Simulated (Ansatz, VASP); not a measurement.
# Cross-check of Hg16Se11S5 (HgSe0.7S0.3, zinc blende) between VASP and Ansatz, part 2 of 2

Aim: how closely do two programs agree when they are given the same cell, functional and k mesh? The cell is invented: As first built, before any earlier steps moved the atoms (in the runner's words): 1x2x2 conventional cells of the HgSe type (32 atoms: 5 S, 11 Se, 16 Hg); Se/S share their sites, the best of 600 random draws by like-pair counts in two shells; start lattice by linear mixing of the end members' cells; atoms moved at random by 0.02 A. It may not be a known or stable phase. The structure shown is the start of the Ansatz relaxation below; VASP solves that cell, so the two are compared at the walk's first step.

VASP 6.6.1 and Ansatz 0.2.0.

So far: Starting point; Ansatz: relaxation, PBEsol.

### Step 3. VASP: single point, PBEsol, start cell

Level of this step: PBEsol; plane waves and PAW (S, Se, Hg); invented cell (VASP).

The same cell, functional, mesh and smearing now go to VASP, with its own data sets.

Lines of VASP's logs that name or quote its potential files are left out, and so is its time.

Input file INCAR:

```
SYSTEM = Hg16Se11S5
PREC = Accurate
ENCUT = 400
EDIFF = 1E-06
NELM = 120
ISMEAR = 1
SIGMA = 0.15
LREAL = Auto
ALGO = Normal
GGA = PS
NBANDS = 168
LORBIT = 11
LWAVE = .FALSE.
LCHARG = .FALSE.
ISIF = 2
ISYM = 0
LASPH = .TRUE.
GGA_COMPAT = .FALSE.
EFERMI = MIDGAP
KPAR = 4
```

Input file POSCAR:

```
Hg16Se11S5
1.0
    6.0101100000      0.0000000000      0.0000000000
    0.0000000000     12.0202200000      0.0000000000
    0.0000000000      0.0000000000     12.0202200000
S Se Hg
5 11 16
Direct
    0.2411270343      0.1260126687      0.3745771708
    0.2450038352      0.3761578407      0.6249220064
    0.7598197038      0.3712993606      0.8736612142
    0.7501692981      0.6243562930      0.1260792232
    0.2529571006      0.6258038538      0.8751087750
    0.2476826547      0.3753092705      0.1264868696
    0.7504022389      0.1215119191      0.1278096408
    0.7483556873      0.3764739747      0.3741778437
    0.2536060072      0.1244569567      0.8774880992
    0.7543622330      0.1239328398      0.6201467194
    0.2511767671      0.6233579751      0.3766403610
    0.2512765989      0.8743933139      0.1234336809
    0.7471909832      0.8774465026      0.3766070837
    0.2492966019      0.8755496988      0.6265359536
    0.7494039211      0.6220019268      0.6277672122
    0.7489380394      0.8739939868      0.8750588592
    0.9968369963      0.9982096834      0.0003826885
    0.9976522892      0.2507275241      0.2506859275
    0.5066130237      0.9995740511      0.2501701300
    0.4982437925      0.2520086987      0.0008402508
    0.0013310904      0.0031779784      0.5005066463
    0.0009650406      0.2478490410      0.7471161094
    0.4983436243      0.0001996636      0.7482059397
    0.4968794248      0.2512932376      0.4990923627
    0.9981181709      0.4994667319      0.9982096834
    0.0029450376      0.7524238325      0.2517674385
    0.5051987401      0.4967463158      0.2515511363
    0.4996414375      0.7523406394      0.9989667410
    0.0028119286      0.5030190795      0.5010806791
    0.0005657134      0.7498115675      0.7509596330
    0.4995416057      0.4981522801      0.7511260193
    0.5057478149      0.7507599695      0.5018959720
```

Input file KPOINTS:

```
Points of the shifted mesh
16
Reciprocal
 0.1250000000  0.2500000000  0.2500000000 1
 0.1250000000  0.2500000000  0.7500000000 1
 0.1250000000  0.7500000000  0.2500000000 1
 0.1250000000  0.7500000000  0.7500000000 1
 0.3750000000  0.2500000000  0.2500000000 1
 0.3750000000  0.2500000000  0.7500000000 1
 0.3750000000  0.7500000000  0.2500000000 1
 0.3750000000  0.7500000000  0.7500000000 1
 0.6250000000  0.2500000000  0.2500000000 1
 0.6250000000  0.2500000000  0.7500000000 1
 0.6250000000  0.7500000000  0.2500000000 1
 0.6250000000  0.7500000000  0.7500000000 1
 0.8750000000  0.2500000000  0.2500000000 1
 0.8750000000  0.2500000000  0.7500000000 1
 0.8750000000  0.7500000000  0.2500000000 1
 0.8750000000  0.7500000000  0.7500000000 1
```

PAW data sets: S, Se and Hg (PBE family, release 64).

On the command line:

```bash
$ mpirun -np 4 vasp_std
```

Numbers of over 12 decimals in the logs are rounded to 6 here.

The log of the run:

```text
[banner, memory and clock lines left out]
running    4 mpi-ranks, on    1 nodes
[...]
|                                                                             |
|               ----> ADVICE to this user running VASP <----                  |
|                                                                             |
|     You enforced a specific xc type in the INCAR file but a different       |
|     [... a line on the potential file left out ...]
|     I HOPE YOU KNOW WHAT YOU ARE DOING!                                     |
|                                                                             |

 LDA part: xc-table for (Slater+PW92), standard interpolation
 POSCAR, INCAR and KPOINTS ok, starting setup
[...]
entering main loop
       N       E                     dE             d eps       ncg     rms          rms(c)
DAV:   1     0.191370756431E+04    0.19137E+04   -0.11630E+05  5376   0.126E+03
DAV:   2     0.578439264445E+02   -0.18559E+04   -0.17953E+04  5912   0.336E+02
DAV:   3    -0.813125532383E+02   -0.13916E+03   -0.13732E+03  6128   0.863E+01
DAV:   4    -0.842162095276E+02   -0.29037E+01   -0.28799E+01  5984   0.118E+01
[...]
DAV:  13    -0.785681954923E+02   -0.34427E-04   -0.80245E-05  6408   0.289E-02    0.209E-02
DAV:  14    -0.785681944046E+02    0.10877E-05   -0.13424E-05  5752   0.988E-03    0.155E-02
DAV:  15    -0.785681953954E+02   -0.99083E-06   -0.57418E-06  4800   0.408E-03
   1 F= -.78568195E+02 E0= -.78569647E+02  d E =0.435492E-02
```

From OUTCAR (step 3):

```text
  Total        9.8678850      9.7487630      9.9901612      0.1635771     -0.3048672     -1.1280731
  in kB       18.2065395     17.9867560     18.4321428      0.3018046     -0.5624890     -2.0813282
  external PRESSURE =      18.2084794 kB  Pullay stress =       0.0000000 kB

 POSITION                                       TOTAL-FORCE (eV/Angst)
 -----------------------------------------------------------------------------------
      1.44920      1.51470      4.50250         0.347398     -0.055603     -0.017152
      1.47250      4.52150      7.51170         0.177621     -0.121366      0.057908
      4.56660      4.46310     10.50160        -0.301394      0.161024      0.054858
      4.50860      7.50490      1.51550        -0.004246      0.049600     -0.121894
      1.52030      7.52230     10.51900        -0.051678     -0.187983      0.037008
      1.48860      4.51130      1.52040         0.030412      0.106580     -0.135923
      4.51000      1.46060      1.53630         0.031995      0.452566     -0.307978
      4.49770      4.52530      4.49770         0.257377     -0.197371      0.407390
      1.52420      1.49600     10.54760        -0.131220      0.055693     -0.199524
      4.53380      1.48970      7.45430        -0.474678      0.303884      0.405787
      1.50960      7.49290      4.52730         0.148735      0.232320     -0.183524
      1.51020     10.51040      1.48370        -0.030549      0.053624      0.256343
      4.49070     10.54710      4.52690         0.210875     -0.219980      0.042889
      1.49830     10.52430      7.53110        -0.069960     -0.096583     -0.217146
[...]
-----------------------------------------------------------------------------------
    total drift:                               -0.010238     -0.012021      0.025141

  FREE ENERGIE OF THE ION-ELECTRON SYSTEM (eV)
  ---------------------------------------------------
  free  energy   TOTEN  =       -78.5681953954 eV

  energy  without entropy=      -78.5725503153  energy(sigma->0) =      -78.56964704

[... 3 further parts left out ...]
[key lines of the parts left out:]
E-fermi :   2.2350
```

Methfessel-Paxton smearing is not meant for a cell with a gap.

### Step 4. Side by side

Known differences besides the potentials themselves: the data sets hold 526 valence electrons in Ansatz (on its default PAW (the set named soft_2) files) and 288 in VASP; the cutoff is 420 eV in Ansatz and 400 eV in VASP (PREC = Accurate, projectors in real space); Ansatz makes its cores anew for this functional, VASP keeps those of its PBE data sets. Total energies have different zeros and are not compared.

Forces on 7 of the 32 atoms, those with the largest forces and the largest differences (eV/Å; atoms numbered as in POSCAR):

```tsv
atom	Ansatz x, y, z	VASP x, y, z
Se10	-0.464, 0.298, 0.392	-0.475, 0.304, 0.406
Hg19	-0.668, 0.217, 0.296	-0.691, 0.221, 0.303
Hg21	0.508, -0.047, -0.435	0.523, -0.055, -0.447
Hg24	-0.559, -0.007, -0.003	-0.571, -0.008, -0.003
Hg27	0.055, 0.550, -0.480	0.050, 0.567, -0.496
Hg28	0.062, -0.764, 0.101	0.064, -0.786, 0.104
Hg31	-0.297, -0.351, 0.364	-0.304, -0.360, 0.375
```

The forces differ by 7.3 meV/Å r.m.s., which is 2.8 % of the r.m.s. force of 0.261 eV/Å (both taken over all components).

### Step 5. Summary of results

```yaml
r_m_s_force_difference_single_point_pbesol_start_cell: 2.8 % of the r.m.s. force
```

What this shows: The r.m.s. force difference is 2.8 % of the r.m.s. force (single point, PBEsol, start cell), within the 3 % picked in this series as the mark of a large difference. The data sets hold unlike numbers of valence electrons (526 in Ansatz and 288 in VASP), so part of the differences comes from the potentials. How closely two codes agree says nothing of how well the functional describes the real material.

[Lines on the potential files, build, host, timing and source positions are cut from VASP's logs without a mark.]

[Logs are printed without paths, hosts, clocks, repeated set-up lines and the standing remarks that a program may print on its own settings, such as how far it seeks lower states.]

[Hosts, paths, dates, database ids (printed as entryN), source tags and the programs' standing remarks are cut or masked in the printed files.]
